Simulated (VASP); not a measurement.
Output of a VASP run:

File OSZICAR:
```
       N       E                     dE             d eps       ncg     rms          rms(c)
DAV:   1     0.707727819854E+02    0.70773E+02   -0.66053E+03  8580   0.167E+03
DAV:   2     0.167152110592E+00   -0.70606E+02   -0.69546E+02  8694   0.289E+02
DAV:   3    -0.250723948480E+01   -0.26744E+01   -0.26638E+01  9942   0.647E+01
DAV:   4    -0.256635743486E+01   -0.59118E-01   -0.59101E-01 10814   0.973E+00
DAV:   5    -0.256900955938E+01   -0.26521E-02   -0.26520E-02 10368   0.169E+00    0.246E+00
DAV:   6    -0.254417883375E+01    0.24831E-01   -0.47155E-02  9904   0.489E+00    0.122E+00
DAV:   7    -0.253916307090E+01    0.50158E-02   -0.14994E-02 10024   0.258E+00    0.272E-01
DAV:   8    -0.253882965545E+01    0.33342E-03   -0.86421E-04 10786   0.586E-01    0.350E-02
DAV:   9    -0.253883400040E+01   -0.43450E-05   -0.12831E-05 11362   0.557E-02    0.143E-02
DAV:  10    -0.253883501924E+01   -0.10188E-05   -0.13253E-06  6634   0.165E-02    0.204E-03
DAV:  11    -0.253883499103E+01    0.28205E-07   -0.22838E-07  4736   0.989E-03
   1 F= -.25388350E+01 E0= -.25387923E+01  d E =-.127925E-03
```

File OUTCAR:
```
------------------------ aborting loop because EDIFF is reached ----------------------------------------
  FORCE on cell =-STRESS in cart. coord.  units (eV):
  Direction    XX          YY          ZZ          XY          YZ          ZX
  --------------------------------------------------------------------------------------
  Total        0.5321398      0.5288855      0.6017361      0.0000000      0.0000000      0.0000000
  in kB       33.6617564     33.4558967     38.0642370      0.0000000      0.0000000      0.0000000
  external PRESSURE =      35.0606300 kB  Pullay stress =       0.0000000 kB
  volume of cell :       25.33
      direct lattice vectors                 reciprocal lattice vectors
    -1.605815000  1.623397000  2.428954000     0.000000000  0.307996134  0.205849926
     1.605815000 -1.623397000  2.428954000     0.311368371  0.000000000  0.205849926
     1.605815000  1.623397000 -2.428954000     0.311368371  0.307996134  0.000000000
 POSITION                                       TOTAL-FORCE (eV/Angst)
 -----------------------------------------------------------------------------------
      0.00000      0.00000      0.00000        -0.000000     -0.000000      0.000000
 -----------------------------------------------------------------------------------
    total drift:                                0.000000      0.000000      0.000000
  FREE ENERGIE OF THE ION-ELECTRON SYSTEM (eV)
  ---------------------------------------------------
  free  energy   TOTEN  =        -2.5388349910 eV

  energy  without entropy=       -2.5387070657  energy(sigma->0) =       -2.53879235
```
(Selected blocks of OUTCAR.)

File POSCAR:
```
In
1
   -1.6058150000     1.6233970000     2.4289540000
    1.6058150000    -1.6233970000     2.4289540000
    1.6058150000     1.6233970000    -2.4289540000
In
1
Direct
  0.0000000000   0.0000000000   0.0000000000
```

Q: Reconstruct the remaining input files.

A: This is not unique; one that fits is the input of the run itself, PBE GGA, plane waves, VASP's PBE PAW potentials (set 64).

File KPOINTS:
```
Automatic mesh
0
Gamma
14 14 14
0 0 0
```

### INCAR
```
ALGO = Normal
EDIFF = 1E-6
ENCUT = 520
GGA = PE
ISIF = 2
ISMEAR = 1
LASPH = T
LCHARG = F
LMAXMIX = 4
LREAL = F
LWAVE = F
NELM = 100
PREC = Accurate
SIGMA = 0.1
SYSTEM = In
```

POTCAR, in this order: In_d (PBE.64 set). Program: vasp_std.

The compound is In in the bct structure. The cell was not relaxed at this level. The run is one of a series of settings (ENCUT = 520 against the base run), some of them coarse on purpose.
